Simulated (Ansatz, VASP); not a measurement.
Two plane-wave programs on Li5Ga

```
Li Ga
1.0
    -2.83704    2.83704    2.41105
     2.83704   -2.83704    2.41105
     2.83704    2.83704   -2.41105
Li Ga
5 1
Direct
  0.50000 0.50000 0.00000
  0.00000 0.31170 0.31170
  0.00000 0.68830 0.68830
  0.31170 0.00000 0.31170
  0.68830 0.00000 0.68830
  0.00000 0.00000 0.00000
```

Alike in both runs: task single point; functional PBE; k mesh 6 × 6 × 6; occupations gaussian, width 0.1 eV; no spin polarisation.

|  | VASP | Ansatz |
| --- | --- | --- |
| version | VASP 6.6.1 | Ansatz 0.2.0 |
| potentials or method | VASP PAW PBE potentials, release 64 (Li_sv, Ga_d) | scalar-relativistic, plane waves, PAW |
| plane-wave cutoff (eV) | 520 | 420 |
| valence electrons in the cell | 28 | 28 |

|  | VASP | Ansatz | Ansatz less VASP |
| --- | --- | --- | --- |
| gap on the k mesh at the Fermi level (eV) | none | none | - |
| rms of the force components (eV/Å) | 2.582 | 2.527 | -0.0550 |

Atom by atom the forces differ by 0.055 eV/Å (rms over components). A gap of «none» marks a metal or a gap that the smearing closes.

Caveats: forces of over 1 eV/Å show positions far from the minimum, so gaps and moduli don't describe the material at rest.
